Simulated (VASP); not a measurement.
These are PBEsol GGA, VASP's PBE PAW potentials (set 64) (plane waves; VASP) values and carry that method's errors.

VASP ran on this input.

### INCAR
```
SYSTEM = Ga2AsP
PREC = Accurate
ENCUT = 400
EDIFF = 1E-7
NELM = 100
ALGO = Normal
LREAL = .FALSE.
LASPH = .TRUE.
ISMEAR = -5
GGA = PS
LMAXMIX = 4
LWAVE = .FALSE.
LCHARG = .TRUE.
LORBIT = 11
NEDOS = 601
ISIF = 2
LEFG = .TRUE.
```

KPOINTS:
```
K-points
0
G
 7 7 7
```

### POSCAR
```
Ga2AsP
6.7869630
  0.2889333770   0.1668157941   0.9427035672
 -0.2889333770   0.1668157941   0.9427035672
  0.0000000000  -0.3336315883   0.9427035672
Ga P As
2 1 1
Cart
  0.0000000000   0.0000000000   2.8208727695
 -0.0000000000   0.0000000000   1.4212323930
 -0.0000000000   0.0000000000   1.7679583021
 -0.0000000000   0.0000000000   0.3531940989
```

POTCAR, in this order: Ga_d P As (PBE.64 set). Program: vasp_std.

Output

OSZICAR:
```
       N       E                     dE             d eps       ncg     rms          rms(c)
DAV:   1     0.203853443808E+03    0.20385E+03   -0.15508E+04  2016   0.203E+03
DAV:   2     0.248332691897E+01   -0.20137E+03   -0.19793E+03  2098   0.407E+02
DAV:   3    -0.188014114802E+02   -0.21285E+02   -0.21044E+02  2302   0.116E+02
DAV:   4    -0.194401986800E+02   -0.63879E+00   -0.63758E+00  2520   0.214E+01
DAV:   5    -0.194526408718E+02   -0.12442E-01   -0.12438E-01  2360   0.258E+00    0.506E+00
DAV:   6    -0.190362272478E+02    0.41641E+00   -0.81709E-01  2746   0.158E+01    0.298E+00
DAV:   7    -0.189677376253E+02    0.68490E-01   -0.33500E-01  2402   0.418E+00    0.106E+00
DAV:   8    -0.189644850387E+02    0.32526E-02   -0.61032E-02  2516   0.369E+00    0.190E-01
DAV:   9    -0.189642908126E+02    0.19423E-03   -0.75507E-03  2444   0.159E+00    0.881E-02
DAV:  10    -0.189643299410E+02   -0.39128E-04   -0.81510E-04  2434   0.324E-01    0.485E-02
DAV:  11    -0.189644160205E+02   -0.86079E-04   -0.22468E-04  2672   0.117E-01    0.169E-02
DAV:  12    -0.189644055604E+02    0.10460E-04   -0.55902E-05  2532   0.945E-02    0.982E-03
DAV:  13    -0.189644076547E+02   -0.20943E-05   -0.84844E-06  2364   0.195E-02    0.307E-03
DAV:  14    -0.189644077104E+02   -0.55712E-07   -0.90273E-07  2298   0.828E-03
   1 F= -.18964408E+02 E0= -.18964408E+02  d E =0.000000E+00
```

OUTCAR:
```
------------------------ aborting loop because EDIFF is reached ----------------------------------------
  FORCE on cell =-STRESS in cart. coord.  units (eV):
  Direction    XX          YY          ZZ          XY          YZ          ZX
  --------------------------------------------------------------------------------------
  Total       -0.0285469     -0.0285469      0.0269058     -0.0000000      0.0000000      0.0000000
  in kB       -0.5366384     -0.5366386      0.5057884     -0.0000000      0.0000000      0.0000000
  external PRESSURE =      -0.1891629 kB  Pullay stress =       0.0000000 kB
  volume of cell :       85.23
      direct lattice vectors                 reciprocal lattice vectors
     1.960980139  1.132172623  6.398094231     0.254974535  0.147209589  0.052098847
    -1.960980139  1.132172623  6.398094231    -0.254974535  0.147209589  0.052098847
     0.000000000 -2.264345245  6.398094231     0.000000000 -0.294419178  0.052098847
 POSITION                                       TOTAL-FORCE (eV/Angst)
 -----------------------------------------------------------------------------------
      0.00000      0.00000     19.14516         0.000000     -0.000000     -0.005064
      0.00000      0.00000      9.64585         0.000000      0.000000      0.016609
      0.00000      0.00000     11.99907         0.000000      0.000000      0.002217
      0.00000      0.00000      2.39712         0.000000     -0.000000     -0.013762
 -----------------------------------------------------------------------------------
    total drift:                                0.000000     -0.000024      0.000077
  FREE ENERGIE OF THE ION-ELECTRON SYSTEM (eV)
  ---------------------------------------------------
  free  energy   TOTEN  =       -18.9644077104 eV

  energy  without entropy=      -18.9644077104  energy(sigma->0) =      -18.96440771

 total charge

# of ion       s       p       d       tot
------------------------------------------
    1        0.867   0.814  10.002  11.684
    2        0.879   0.849  10.005  11.733
    3        1.021   1.490   0.000   2.510
    4        1.208   1.617   0.033   2.859
--------------------------------------------------
tot          3.975   4.770  20.040  28.785

 Electric field gradients after diagonalization (V/A^2)
 (convention: |V_zz| > |V_xx| > |V_yy|)
----------------------------------------------------------------------
 ion       V_xx      V_yy      V_zz     asymmetry (V_yy - V_xx)/ V_zz
----------------------------------------------------------------------
   1      -2.174    -2.172     4.347       0.000
   2       1.978     1.976    -3.953       0.000
   3       3.268     3.268    -6.536       0.000
   4      -8.925    -8.924    17.849       0.000
```
(Selected blocks of OUTCAR.)

The structure comes from a computed database's Ga2AsP entry (R3m); how it stands against other phases isn't given here. It was relaxed first.
